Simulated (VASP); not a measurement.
# TlNi2S2: hyperfine terms and field gradients, part 2 of 4

Aim: the hyperfine contact terms and the field gradients at the nuclei of TlNi2S2, by functional. The start is a cell from a database of measured crystal structures.

VASP 6.6.1, plane waves and PAW; the level of theory is named at each step.

So far: The structure; Local probes at LDA.

### 2. Local probes at LDA (continued)

Level of this step: LDA, DFT+U (Ni d 3.5 eV), spin-polarised from a ferromagnetic start; plane waves and PAW (Tl_d, Ni, S) (VASP).

From OUTCAR (step 2):

```text
ion  position               nearest neighbor table
   1  0.000  0.000  0.000-   4 3.22   4 3.22   5 3.22   4 3.22   5 3.22   5 3.22   4 3.22   5 3.22

  LATTYP: Found a body centered tetragonal cell.
 ALAT       =     3.7920000000
 C/A-ratio  =     3.3676160338

 Subroutine GETGRP returns: Found 16 space group operations
 (whereof 16 operations were pure point group operations)

The static configuration has the point symmetry D_4h.

 Found    102 irreducible k-points:

   k-points           NKPTS =    102   k-points in BZ     NKDIM =    102   number of bands    NBANDS=     33

   dimension x,y,z NGX =    48 NGY =   48 NGZ =   48
   dimension x,y,z NGXF=    96 NGYF=   96 NGZF=   96

   ENCUT  =  400.0 eV  29.40 Ry    5.42 a.u.  11.29 11.29 11.29*2*pi/ulx,y,z

   NELECT =      45.0000    total number of electrons

 k-points in reciprocal lattice and weights: Automatic mesh
   0.00000000  0.00000000  0.00000000       0.001
   0.10000000  0.00000000 -0.00000000       0.008
   0.20000000  0.00000000 -0.00000000       0.008
   0.30000000 -0.00000000  0.00000000       0.008
   0.40000000 -0.00000000  0.00000000       0.008
   0.50000000  0.00000000 -0.00000000       0.004
   0.10000000  0.10000000 -0.00000000       0.008
   0.20000000  0.10000000  0.00000000       0.016
   0.30000000  0.10000000  0.00000000       0.016
[...]
-0.40000000 -0.40000000  0.40000000       0.002
   0.50000000  0.50000000  0.50000000       0.001

atom =   2  type =  2  l = 2

 onsite density matrix

spin component  1

  0.9522  0.0000  0.0000 -0.0000 -0.0000
  0.0000  0.9377  0.0000  0.0000 -0.0000
  0.0000  0.0000  0.9473  0.0000  0.0000
 -0.0000  0.0000  0.0000  0.9377  0.0000
 -0.0000 -0.0000  0.0000  0.0000  0.9540

spin component  2

  0.4651 -0.0000 -0.0000  0.0000 -0.0000
 -0.0000  0.8021  0.0000 -0.0000  0.0000
 -0.0000  0.0000  0.8283 -0.0000  0.0000
  0.0000 -0.0000 -0.0000  0.8021  0.0000
 -0.0000  0.0000  0.0000  0.0000  0.8837

 occupancies and eigenvectors

  o =  0.4651  v =  0.0000  0.0000  0.0000  0.0000  0.0000  1.0000  0.0000  0.0000  0.0000  0.0000      0.0000  0.0000  0.0000  0.0000  0.0000  0.0000  0.0000  0.0000  0.0000  0.0000
  o =  0.8021  v =  0.0000  0.0000  0.0000  0.0000  0.0000  0.0000  0.9827  0.0000  0.1852 -0.0000      0.0000  0.0000  0.0000  0.0000  0.0000  0.0000  0.0000  0.0000  0.0000  0.0000
  o =  0.8021  v =  0.0000  0.0000  0.0000  0.0000  0.0000  0.0000  0.1852 -0.0000 -0.9827  0.0000      0.0000  0.0000  0.0000  0.0000  0.0000  0.0000  0.0000  0.0000  0.0000  0.0000
  o =  0.8283  v =  0.0000  0.0000  0.0000  0.0000  0.0000  0.0000 -0.0000  1.0000 -0.0000 -0.0000      0.0000  0.0000  0.0000  0.0000  0.0000  0.0000  0.0000  0.0000  0.0000  0.0000
  o =  0.8837  v =  0.0000  0.0000  0.0000  0.0000  0.0000  0.0000 -0.0000 -0.0000 -0.0000 -1.0000      0.0000  0.0000  0.0000  0.0000  0.0000  0.0000  0.0000  0.0000  0.0000  0.0000
  o =  0.9377  v =  0.0000  0.9046  0.0000 -0.4262 -0.0000  0.0000  0.0000  0.0000  0.0000  0.0000      0.0000  0.0000  0.0000  0.0000  0.0000  0.0000  0.0000  0.0000  0.0000  0.0000
  o =  0.9377  v =  0.0000 -0.4262  0.0000 -0.9046 -0.0000  0.0000  0.0000  0.0000  0.0000  0.0000      0.0000  0.0000  0.0000  0.0000  0.0000  0.0000  0.0000  0.0000  0.0000  0.0000
  o =  0.9473  v =  0.0000  0.0000 -1.0000 -0.0000 -0.0000  0.0000  0.0000  0.0000  0.0000  0.0000      0.0000  0.0000  0.0000  0.0000  0.0000  0.0000  0.0000  0.0000  0.0000  0.0000
  o =  0.9522  v =  1.0000  0.0000  0.0000  0.0000  0.0000  0.0000  0.0000  0.0000  0.0000  0.0000      0.0000  0.0000  0.0000  0.0000  0.0000  0.0000  0.0000  0.0000  0.0000  0.0000
  o =  0.9540  v =  0.0000 -0.0000  0.0000  0.0000 -1.0000  0.0000  0.0000  0.0000  0.0000  0.0000      0.0000  0.0000  0.0000  0.0000  0.0000  0.0000  0.0000  0.0000  0.0000  0.0000

atom =   3  type =  2  l = 2

 onsite density matrix

spin component  1

  0.9522 -0.0000  0.0000  0.0000 -0.0000
 -0.0000  0.9377 -0.0000  0.0000 -0.0000
  0.0000 -0.0000  0.9473  0.0000 -0.0000
  0.0000  0.0000  0.0000  0.9377 -0.0000
 -0.0000 -0.0000 -0.0000 -0.0000  0.9540

spin component  2

  0.4651  0.0000 -0.0000 -0.0000  0.0000
  0.0000  0.8021 -0.0000 -0.0000 -0.0000
 -0.0000 -0.0000  0.8283 -0.0000 -0.0000
 -0.0000 -0.0000 -0.0000  0.8021  0.0000
  0.0000 -0.0000 -0.0000  0.0000  0.8837

 occupancies and eigenvectors

  o =  0.4651  v =  0.0000  0.0000  0.0000  0.0000  0.0000  1.0000  0.0000  0.0000  0.0000  0.0000      0.0000  0.0000  0.0000  0.0000  0.0000  0.0000  0.0000  0.0000  0.0000  0.0000
  o =  0.8021  v =  0.0000  0.0000  0.0000  0.0000  0.0000  0.0000  0.9845 -0.0000  0.1751 -0.0000      0.0000  0.0000  0.0000  0.0000  0.0000  0.0000  0.0000  0.0000  0.0000  0.0000
  o =  0.8021  v =  0.0000  0.0000  0.0000  0.0000  0.0000  0.0000 -0.1751 -0.0000  0.9845  0.0000      0.0000  0.0000  0.0000  0.0000  0.0000  0.0000  0.0000  0.0000  0.0000  0.0000
  o =  0.8283  v =  0.0000  0.0000  0.0000  0.0000  0.0000  0.0000 -0.0000  1.0000  0.0000 -0.0000      0.0000  0.0000  0.0000  0.0000  0.0000  0.0000  0.0000  0.0000  0.0000  0.0000
  o =  0.8837  v =  0.0000  0.0000  0.0000  0.0000  0.0000  0.0000  0.0000  0.0000 -0.0000  1.0000      0.0000  0.0000  0.0000  0.0000  0.0000  0.0000  0.0000  0.0000  0.0000  0.0000
  o =  0.9377  v =  0.0000 -0.5130  0.0000 -0.8584  0.0000  0.0000  0.0000  0.0000  0.0000  0.0000      0.0000  0.0000  0.0000  0.0000  0.0000  0.0000  0.0000  0.0000  0.0000  0.0000
  o =  0.9377  v =  0.0000 -0.8584  0.0000  0.5130  0.0000  0.0000  0.0000  0.0000  0.0000  0.0000      0.0000  0.0000  0.0000  0.0000  0.0000  0.0000  0.0000  0.0000  0.0000  0.0000
  o =  0.9473  v =  0.0000  0.0000  1.0000  0.0000 -0.0000  0.0000  0.0000  0.0000  0.0000  0.0000      0.0000  0.0000  0.0000  0.0000  0.0000  0.0000  0.0000  0.0000  0.0000  0.0000
  o =  0.9522  v =  1.0000  0.0000  0.0000  0.0000  0.0000  0.0000  0.0000  0.0000  0.0000  0.0000      0.0000  0.0000  0.0000  0.0000  0.0000  0.0000  0.0000  0.0000  0.0000  0.0000
  o =  0.9540  v =  0.0000  0.0000  0.0000 -0.0000  1.0000  0.0000  0.0000  0.0000  0.0000  0.0000      0.0000  0.0000  0.0000  0.0000  0.0000  0.0000  0.0000  0.0000  0.0000  0.0000

 the core state eigenenergies are
   1-  1s -85584.2321  2s -15227.1068  2p -13090.8076  3s  -3626.8369  3p  -3012.2896
       3d  -2376.9416  4s   -801.5010  4p   -600.1297  4d   -364.4660  4f   -103.6804
       5s   -120.4528  5p    -65.5316
   2-  1s  -8197.5016  2s   -967.3886  2p   -830.2682  3s    -96.3829  3p    -56.7911

   3-  1s  -8197.5016  2s   -967.3886  2p   -830.2682  3s    -96.3829  3p    -56.7911

   4-  1s  -2393.9799  2s   -199.9362  2p   -144.7193
   5-  1s  -2393.9799  2s   -199.9362  2p   -144.7193

 E-fermi :   5.9036

 spin component 1
 k-point     1 :       0.0000    0.0000    0.0000
  band No.  band energies     occupation
    ...
     20       4.3331      1.00000
     21       4.3331      1.00000
     22       5.6839      0.98780
     23       5.6839      0.98780
     24       5.7385      0.96449
     25       7.9498      0.00000
     26      10.6927      0.00000
     27      10.6995      0.00000
     28      11.1817      0.00000
     29      11.8278      0.00000
    ...

 k-point     2 :       0.1000    0.0000   -0.0000
  band No.  band energies     occupation
    ...
     20       4.0818      1.00000
     21       4.4379      1.00000
     22       5.6909      0.98599
     23       5.7136      0.97811
     24       5.8022      0.88368
     25       8.2087      0.00000
     26      10.0366      0.00000
     27      10.9215      0.00000
     28      11.3423      0.00000
     29      11.7225      0.00000
    ...

 k-point     3 :       0.2000    0.0000   -0.0000
  band No.  band energies     occupation
    ...
     19       3.4046      1.00000
     20       3.7083      1.00000
     21       4.6686      1.00000
     22       5.6258      0.99615
     23       5.7752      0.92878
     24       5.9270      0.38503
     25       8.5184      0.00000
     26       9.1300      0.00000
     27      11.4379      0.00000
     28      11.5229      0.00000
    ...

 k-point     4 :       0.3000   -0.0000    0.0000
  band No.  band energies     occupation
    ...
     20       3.4814      1.00000
     21       4.9442      1.00000
     22       5.4213      0.99994
     23       5.7974      0.89330
     24       5.8683      0.66961
     25       8.1721      0.00000
     26       9.1779      0.00000
     27      11.3576      0.00000
     28      11.4747      0.00000
     29      12.1164      0.00000
    ...

 k-point     5 :       0.4000   -0.0000    0.0000
  band No.  band energies     occupation
    ...
     20       3.3511      1.00000
     21       4.9355      1.00000
     22       5.2345      1.00000
     23       5.7126      0.97853
     24       5.8182      0.84664
     25       7.9117      0.00000
     26       9.7183      0.00000
     27      11.2545      0.00000
     28      11.5168      0.00000
     29      11.5678      0.00000
    ...

 k-point     6 :       0.5000    0.0000   -0.0000
  band No.  band energies     occupation
    ...
     20       3.3920      1.00000
     21       4.6611      1.00000
     22       5.4832      0.99978
     23       5.5350      0.99937
     24       5.8165      0.85094
     25       7.8268      0.00000
     26      10.4643      0.00000
     27      10.6785      0.00000
     28      11.2172      0.00000
     29      11.6786      0.00000
    ...

  Total       -6.7200076     -6.7200076     -5.5249323      0.0000000      0.0000000      0.0000000
  in kB     -117.2688826   -117.2688826    -96.4139746      0.0000000      0.0000000      0.0000000
  external PRESSURE =    -110.3172466 kB  Pullay stress =       0.0000000 kB

  energy-cutoff  :      400.00
  volume of cell :       91.81
      direct lattice vectors                 reciprocal lattice vectors
    -1.896000000  1.896000000  6.385000000     0.000000000  0.263713080  0.078308536
     1.896000000 -1.896000000  6.385000000     0.263713080  0.000000000  0.078308536
     1.896000000  1.896000000 -6.385000000     0.263713080  0.263713080  0.000000000

 POSITION                                       TOTAL-FORCE (eV/Angst)
 -----------------------------------------------------------------------------------
      0.00000      0.00000      0.00000        -0.000000     -0.000000     -0.000000
      1.89600      0.00000      3.19250        -0.000000     -0.000000      0.000000
      0.00000      1.89600      3.19250        -0.000000     -0.000000     -0.000000
      0.00000      0.00000      8.17280        -0.000000     -0.000000      1.841696
      0.00000      0.00000      4.59720         0.000000      0.000000     -1.841696
 -----------------------------------------------------------------------------------
    total drift:                                0.000000     -0.000000      0.000000

  FREE ENERGIE OF THE ION-ELECTRON SYSTEM (eV)
  ---------------------------------------------------
  free  energy   TOTEN  =       -22.5294532357 eV

  energy  without entropy=      -22.5054447590  energy(sigma->0) =      -22.51744900

 Electric field gradients after diagonalization (V/A^2)
 (convention: |V_zz| > |V_xx| > |V_yy|)
----------------------------------------------------------------------
 ion       V_xx      V_yy      V_zz     asymmetry (V_yy - V_xx)/ V_zz
----------------------------------------------------------------------
   1     -12.108   -12.106    24.214       0.000
   2      38.931    38.918   -77.848       0.000
   3      38.931    38.918   -77.848       0.000
   4      14.096    14.095   -28.192       0.000
   5      14.096    14.095   -28.192       0.000
----------------------------------------------------------------------

 Fermi contact (isotropic) hyperfine coupling parameter (MHz)
 -------------------------------------------------------------
  ion      A_pw      A_1PS     A_1AE     A_1c      A_tot
 -------------------------------------------------------------
   1      -0.024    -0.023    62.799     0.077    62.798
   2      11.426    11.421     1.991    -9.731     1.996
   3      11.426    11.421     1.991    -9.731     1.996
   4      -0.298    -0.276     3.814    -0.632     3.792
   5      -0.298    -0.276     3.814    -0.632     3.792
 -------------------------------------------------------------

 Total hyperfine coupling parameters after diagonalization (MHz)
 (convention: |A_zz| > |A_xx| > |A_yy|)
 ----------------------------------------------------------------------
  ion      A_xx      A_yy      A_zz     asymmetry (A_yy - A_xx)/ A_zz
 ----------------------------------------------------------------------
   1      63.020    62.355    63.020      -0.011
   2       4.979    -3.969     4.979      -1.797
   3       4.979    -3.969     4.979      -1.797
   4       4.174     3.027     4.174      -0.275
   5       4.174     3.027     4.174      -0.275
 ---------------------------------------------------------------------

 total charge
# of ion       s       p       d       tot
------------------------------------------
    1        1.266   0.194   9.667  11.127
    2        0.381   0.422   8.481   9.284
    3        0.381   0.422   8.481   9.284
    4        1.334   2.256   0.000   3.590
    5        1.334   2.256   0.000   3.590
--------------------------------------------------
tot          4.697   5.548  26.629  36.874

 magnetization (x)
# of ion       s       p       d       tot
------------------------------------------
    1        0.013   0.011   0.003   0.027
    2       -0.001   0.005   0.949   0.953
    3       -0.001   0.005   0.949   0.953
    4        0.007   0.193   0.000   0.200
    5        0.007   0.193   0.000   0.200
--------------------------------------------------
tot          0.026   0.407   1.901   2.333

[... 6 further parts left out ...]
```

The magnetic state follows from one typed start and may not be the lowest. These are scalar-relativistic Kohn-Sham levels of the ground state, with no core hole, so they are not binding energies. The atoms bear forces, and field gradients depend strongly on their positions. The PAW data sets were made with PBE, though LDA sets exist; this is a small mismatch.

Numbers from this step:

```yaml
free_energy_toten: -22.53 eV
energy_at_zero_smearing: -22.52 eV
fermi_energy: 5.904 eV
pressure: -11.03 GPa
moment_of_the_cell_from_the_last_line_of_the_log: 2.502 μB
```

Spin moment in the PAW sphere by atom:

| atom | spin moment in the PAW sphere (μB) |
| --- | --- |
| Tl1 | 0.027 |
| Ni2 | 0.953 |
| Ni3 | 0.953 |
| S4 | 0.200 |
| S5 | 0.200 |

For a gyromagnetic ratio of 1 MHz/T at every nucleus. The program has divided the terms by the spin of the whole cell, so they fall as a cell holds more magnetic ions. A_tot leaves out the core's term, which the program lists beside it. Hyperfine Fermi contact, by row:

| atom | A_tot (MHz) | core term A_1c (MHz) | contact term, their sum (MHz) |
| --- | --- | --- | --- |
| Tl1 | 62.8 | 0.077 | 62.88 |
| Ni2 | 1.996 | -9.731 | -7.735 |
| Ni3 | 1.996 | -9.731 | -7.735 |
| S4 | 3.792 | -0.632 | 3.16 |
| S5 | 3.792 | -0.632 | 3.16 |

The two shallowest core shells; atoms whose shallowest level rounds to another's at 0.01 eV are left out. Core levels, by row:

| atom | shell | level below the Fermi level (eV) |
| --- | --- | --- |
| Tl1 | 4f | 109.6 |
| Tl1 | 5p | 71.44 |
| Ni2 | 3s | 102.3 |
| Ni2 | 3p | 62.69 |
| S4 | 2s | 205.8 |
| S4 | 2p | 150.6 |

Ordered as |Vzz| ≥ |Vxx| ≥ |Vyy|, the program's way. Electric field gradients, by row:

| atom | Vxx (V/Å²) | Vyy (V/Å²) | Vzz (V/Å²) | asymmetry |
| --- | --- | --- | --- | --- |
| Tl1 | -12.11 | -12.11 | 24.21 | 0 |
| Ni2 | 38.93 | 38.92 | -77.85 | 0 |
| Ni3 | 38.93 | 38.92 | -77.85 | 0 |
| S4 | 14.1 | 14.1 | -28.19 | 0 |
| S5 | 14.1 | 14.1 | -28.19 | 0 |

The largest gradient is -77.85 V/Å², at Ni2.

(Part 2 of 4 ends here.)

[Lines on the potential files, build, host, timing and source positions are cut from VASP's logs without a mark.]

[Logs are printed without paths, hosts, clocks, repeated set-up lines and the standing remarks that a program may print on its own settings, such as how far it seeks lower states.]

[Hosts, paths, dates, database ids (printed as entryN), source tags and the programs' standing remarks are cut or masked in the printed files.]
